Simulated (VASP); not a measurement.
Given:

```
BiB
1.0
    0.00000     2.64019     2.64019
    2.64019     0.00000     2.64019
    2.64019     2.64019     0.00000
B Bi
1 1
Direct
  0.00000   0.00000   0.00000
  0.25000   0.25000   0.25000
```

These are PBEsol GGA, VASP's PBE PAW potentials (set 64) (plane waves; VASP) values and carry that method's errors. Settings: 620 eV cut-off, 9×9×9 Γ-centred mesh, Gaussian smearing of 0.050 eV, potentials B Bi_d.

Energy and stress use the plane-wave basis of the starting cell.

**Question.** The ions, cell shape and volume at an external pressure of 20.0 GPa are relaxed. Give the cell that the relaxation ends in.

**Answer.** 
```
BiB
1.0
    0.00000     2.57933     2.57933
    2.57933     0.00000     2.57933
    2.57933     2.57933     0.00000
B Bi
1 1
Cartesian
  0.00000   0.00000   0.00000
  1.28966   1.28966   1.28966
```
Space group F-43m (216), at a tolerance of 0.03 Å.

**Question.** How do energy and volume change from the first to the last step?

**Answer.** The energy (σ→0) changes by +113.9 meV/atom and the volume by -6.8 %, in 4 ionic steps.

```tsv
step	E(σ→0) (eV)	max force (eV/Å)	pressure (GPa)	volume (Å³)
1	-9.6573	0.000	9.95	36.81
2	-8.8215	0.000	40.20	30.99
3	-9.4366	0.000	19.70	34.38
4	-9.4295	0.000	19.97	34.32
```

The structure was generated: BBi was put into the zinc blende type (F-43m), which need not be its known phase. This run relaxes it under an external pressure of 20 GPa. Symmetry was kept, so distortions that lower it aren't found.
